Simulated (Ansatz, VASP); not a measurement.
# Si2W in two plane-wave programs, part 2 of 2

One calculation is typed for both programs; each brings its own data sets. How far apart do they land? The cell is taken from a series of runs on this material, whose earlier steps may have relaxed, scaled, displaced or heated it; both programs get it as it stands.

VASP 6.6.1 and Ansatz 0.2.0.

So far: Set-up; VASP: zone-centre phonons, PBEsol.

### 3. Ansatz: zone-centre phonons, PBEsol

Level of this step: Ansatz beside VASP: Kohn-Sham DFT, plane waves, PBEsol (Ansatz).

Ansatz runs on its PAW soft_1 files.

The same cell, functional, mesh and smearing now go to Ansatz, which takes its cutoff from its data sets.

Input file input.yaml:

```yaml
crystal:
  lattice:
    - [-1.5903722315, 1.5903722315, 4.0642766694]
    - [1.5903722315, -1.5903722315, 4.0642766694]
    - [1.5903722315, 1.5903722315, -4.0642766694]
  atoms:
    - { symbol: Si, position: [0.3353800283, 0.3353800283, 0.0] }
    - { symbol: Si, position: [0.6646199717, 0.6646199717, 0.0] }
    - { symbol: W, position: [0.0, 0.0, 0.0] }
kpoints:
  mp_grid: { grid: [20, 20, 20] }
hamiltonian:
  xc: pbesol
  pseudopotentials: { kind: paw, azcp: { folder: soft_1 }, xc_functional: pbe }
scf:
  occupations: { method: methfessel_paxton, width: 0.2 }
output:
  eigenvalues: true
phonons:
  method: dfpt
```

Command:

```sh
$ ansatz run input.yaml --threads 4 --pin off --max-ram 10240MiB --backend cpu --events-out ev --progress --plain --runs-dir out
```

Numbers of over 12 decimals in the logs are rounded to 6 here.

Log:

```text
zone centre: on kpoints.mp_grid the ground state, and the responses unless they are solved on pairs of k-points, stand on 1166 of the mesh's 8000 k-points, reduced under 4 symmetry operations, with k and −k counted as one. Each operation leaves every solved displacement unchanged or reverses it
Engine: ansatz 0.2.0, aarch64-unknown-linux-gnu
Pseudopotentials: kind: paw
Pseudopotential: Si, paw, valence charge 4, recommended cutoff 420 eV (normal), soft_1/Si.paw.azcp
Pseudopotential: W, paw, valence charge 14, recommended cutoff 420 eV (normal), soft_1/W.paw.azcp
Functional definition: PBEsol
  exchange = pbesol_x
  correlation = pbesol_c
Crystal: 3 atoms, lattice volume = 41.119 Å³
Basis set: ecut = 420 eV, 793 PW (Γ), exchange–correlation on 64×64×64 points (8 copies of the dense FFT grid, shifted against one another)
Bands: 15, of which v1, the nominal top of the filled ones, is band 11 counted from 1 (10 counted from 0)
Symmetry: 16 space group operations
k-points: 1166 of 8000 (irreducible under 4 space group operations, time reversal used)
Non-local potential: Si, projectors of the file, l = 0: 2, l = 1: 2, l = 2: 1
Non-local potential: W, projectors of the file, l = 0: 3, l = 1: 2, l = 2: 2, l = 3: 1
PAW form: soft (Blöchl's): semilocal exchange-correlation on the pseudo side does not see the compensation charge
PAW frozen core: Si, regenerated for the run's functional, and the local potential with it (the file was generated under x = pbe(κ = 0.804, μ = 0.219515), c = pbe(β = 0.066725))
PAW frozen core: W, regenerated for the run's functional, and the local potential with it (the file was generated under x = pbe(κ = 0.804, μ = 0.219515), c = pbe(β = 0.066725))
PAW one-centre angular grid: Si, 110 points (default); XC on 64 Gauss nodes
PAW one-centre angular grid: W, 590 points (default); XC on 64 Gauss nodes
Initial density: superposition of atomic densities (chi_scale 0.1, normalization cell, long waves kept (reshape's long-wave potential 0.00 eV rms))
Initial wavefunctions: pseudopotential atomic-orbital guess
Functional: x = pbesol(κ = 0.804, μ = 0.123457), c = pbesol(β = 0.046)
SCF iter   1: F=—  HF=-11502.152703 eV  |F-HF|=—  |Δ(HF+E_count)|=         —  Δρ=4.89e-2  dr2=1.01e0  ethr=3.10e-3  ⟨swp⟩=5.3  Hψ=101608  notcnv=0
preconditioner: auto → Kerker (q_TF=auto, 2.458 Å⁻¹)  [metal: Δε(μ)=0.004 eV  Ē_g=8.135 eV  σ=0.200 eV  W_gap=0.02  n_scr=10 (ndim 8)  ℏωp=21.7 eV  f_vac=0.000  D(μ)=0.55/eV (n_scr^D=2)]
SCF iter   2: F=—  HF=-11501.900109 eV  |F-HF|=—  |Δ(HF+E_count)|=   2.53e-1  S|Δr|=    0.00e0  Δρ=2.55e-2  dr2=2.13e-1  ethr=3.10e-3  ⟨swp⟩=2.3  Hψ=33362  notcnv=0
SCF iter   3: F=—  HF=-11501.825304 eV  |F-HF|=—  |Δ(HF+E_count)|=   7.48e-2  S|Δr|=    0.00e0  Δρ=7.06e-3  dr2=1.78e-2  ethr=9.67e-4  ⟨swp⟩=2.8  Hψ=31686  notcnv=0
SCF iter   4: F=—  HF=-11501.818687 eV  |F-HF|=—  |Δ(HF+E_count)|=   6.62e-3  S|Δr|=    0.00e0  Δρ=5.28e-4  dr2=5.64e-5  ethr=8.11e-5  ⟨swp⟩=2.3  Hψ=26615  notcnv=0
SCF iter   5: F=—  HF=-11501.818673 eV  |F-HF|=—  |Δ(HF+E_count)|=   1.42e-5  S|Δr|=    0.00e0  Δρ=6.41e-5  dr2=9.61e-7  ethr=2.56e-7  ⟨swp⟩=2.4  Hψ=28635  notcnv=0
SCF iter   6: F=—  HF=-11501.818671 eV  |F-HF|=—  |Δ(HF+E_count)|=   1.63e-6  S|Δr|=    0.00e0  Δρ=1.13e-5  dr2=4.47e-8  ethr=4.37e-9  ⟨swp⟩=2.3  Hψ=27738  notcnv=0  defer=3
SCF iter   7: F=—  HF=-11501.818671 eV  |F-HF|=—  |Δ(HF+E_count)|=   3.77e-9  S|Δr|=    0.00e0  Δρ=1.62e-6  dr2=1.78e-9  ethr=2.03e-10  ⟨swp⟩=2.3  Hψ=24164  notcnv=0  defer=3
SCF iter   8: F=—  HF=-11501.818671 eV  |F-HF|=—  |Δ(HF+E_count)|=  3.97e-10  S|Δr|=    0.00e0  Δρ=2.09e-7  dr2=1.85e-11  ethr=8.07e-12  ⟨swp⟩=2.2  Hψ=23722  notcnv=0  defer=3
SCF iter   9: F=-11501.818671 eV  HF=-11501.818671 eV  |F-HF|=1.82e-12  |Δ(HF+E_count)|=  7.28e-12  S|Δr|=    0.00e0  Δρ=2.74e-8  dr2=3.73e-13  ethr=1.00e-12  ⟨swp⟩=5.2  Hψ=72913  notcnv=0
SCF 1 converged in 9 iterations: F = -11501.818671 eV  dr2 = 3.73e-13
  greatest PAW one-centre occupation: 0.999 electrons in one spin orbital (limit 2), on the W atom at site 2 (counted from 0), in its partial waves of l = 0
DFPT response loops at Γ: preconditioner auto → Kerker (q_TF=auto, 2.458 Å⁻¹) (partly filled bands, converged f_vac=0.000); β = 1.00, the filter's whole step (`scf.mixing.beta` (0.50) is not read by the response loops under this deck's `scf.mixing.preconditioner`; to damp them name `kerker` or `kerker_dos`, under which they read `scf.mixing.beta`, and type it under 1.00, their step now; both keys bind the ground state too); Broyden in place of MSR1
SCF converged after 9 iterations
Stability not checked: this state was not tested for a lower state beside it, because cold or Methfessel-Paxton smearing, or corrected tetrahedra, fill the levels in a way that the test cannot read (fill_not_monotonic; see scf.lower_state_search)
Free energy (F): -11501.818671 eV
Harris-Foulkes:  -11501.818671 eV  (|F-HF|=1.82e-12)
Internal energy: -11501.819827 eV  (E = F + TS)
E sigma→0 (E₀):  -11501.818960 eV
Entropy (-TS):   0.001157 eV (0.386 meV/atom)
Fermi energy:    16.307798 eV
Step filling:    the computed levels leave a gap of 0.0150 eV = 0.1 smearing widths at the electron count; against every level under it full and every level over it empty, smearing changes F+E_penalty+E_count by +0.319 meV and its σ→0 estimate by +0.030 meV
--- Per-component energies (eV) ---
  E_band       = -89.973228
  E_kinetic    = 511.079586
  E_local      = -908.665545  (includes V_loc(G=0)·N_el)
  E_nonlocal   = 20.942410
  E_hartree    = 392.981187
  E_xc         = -381.792800
  E_vxc        = -332.159805  (∫ρ·V_xc dr)
  E_paw        = -9446.424443  (= ΣΔE_a)
  E_vpaw       = -167.132450  (= ΣTr[D̂ρ^β])
  E_aug_tail   = 0.000218  (compensation charges beyond the density's cutoff)
  E_ewald      = -1690.225419
  E_core_change = 0.284979  (= ΣΔE_core)
  E_smearing   = 0.001157  (= −TS)
  E_closure    = -0.000000  (closes the sum)
  Σ components = -11501.818671   (vs F -11501.818671, Δ=0.00e0)
--- Band table (eV; the first three rows and the last of 1166) ---
  k-point 0: bands = [... 7 lower, 12.8911, 13.6996, 13.6996, 17.1159, 19.2498, 19.2941, 19.6011, 19.6011]
  k-point 1: bands = [... 7 lower, 12.9132, 13.4705, 13.8655, 16.6957, 19.0672, 19.5305, 19.6518, 19.6955]
  k-point 2: bands = [... 7 lower, 12.9097, 12.9812, 14.1766, 15.7387, 18.7832, 19.7864, 19.8949, 19.9806]
  k-point 1165: bands = [... 7 lower, 13.8097, 15.7148, 15.7148, 15.7749, 15.7749, 17.2438, 19.8841, 20.6672]
--- Phonons (Γ-DFPT): 4 representative perturbations + reference, on 1166 of 8000 k-points (Σ response iterations 12) ---
  k mesh reduced under 4 symmetry operations, with k and −k counted as one. Each operation leaves every solved displacement unchanged or reverses it
  ASR residual: 5.949e-6 → 0.000e0 eV/Å²; symmetrization residual: 1.638e-6 eV/Å²
  ASR residual per site (eV/Å²): 5.95e-6 5.95e-6 2.05e-6
  Γ frequencies (cm⁻¹): 0.00 0.00 0.00 258.40 258.40 262.46 330.48 330.48 392.43
  non-analytic LO–TO correction: not included (Born effective charges unavailable; polar crystals: no LO–TO splitting at Γ)
```

In the SCF lines HF is the Harris–Foulkes energy and dr2 the Hartree energy of the density residual, in eV; the loop may stop once dr2 is under the threshold and the program's other checks hold. Hψ counts applications of the Hamiltonian.

### 4. Comparison

Known differences besides the potentials themselves: the data sets hold 22 valence electrons in Ansatz (on its PAW soft_1 files) and 14 in VASP; the cutoff is 420 eV in Ansatz and 600 eV in VASP; Ansatz makes its cores anew for this functional, VASP keeps those of its PBE data sets. Total energies have different zeros and are not compared.

Both answers:

```csv
quantity,Ansatz,VASP,difference
optical mode 1 to 2 (cm⁻¹),258.4,260.2,-0.68 %
optical mode 3 (cm⁻¹),262.5,263.8,-0.50 %
optical mode 4 to 5 (cm⁻¹),330.5,332.4,-0.58 %
optical mode 6 (cm⁻¹),392.4,395.0,-0.66 %
```

Modes are paired by rising frequency, not by their patterns, so a pair may set unlike modes beside each other; they are those without the splitting of longitudinal modes.

### 5. What came out

| Item | Value |
| --- | --- |
| r.m.s. difference of the optical zone-centre modes, each program's sorted by frequency (zone-centre phonons, PBEsol) | 1.9 cm⁻¹ |
| difference in optical mode 1 to 2 (zone-centre phonons, PBEsol) | -0.7 % |

The r.m.s. difference of the optical zone-centre modes, each program's sorted by frequency is 1.9 cm⁻¹ (zone-centre phonons, PBEsol). The data sets hold unlike numbers of valence electrons (22 in Ansatz and 14 in VASP), so part of the differences comes from the potentials. Among the rows given in per cent, the largest difference of the zone-centre phonons, PBEsol pair is in optical mode 1 to 2, -0.7 %. Such differences can come from data sets, numerical settings and the points named under the comparisons, not from the functional's error against experiment.

[Lines on the potential files, build, host, timing and source positions are cut from VASP's logs without a mark.]

[Logs are printed without paths, hosts, clocks, repeated set-up lines and the standing remarks that a program may print on its own settings, such as how far it seeks lower states.]

[Hosts, paths, dates, database ids (printed as entryN), source tags and the programs' standing remarks are cut or masked in the printed files.]
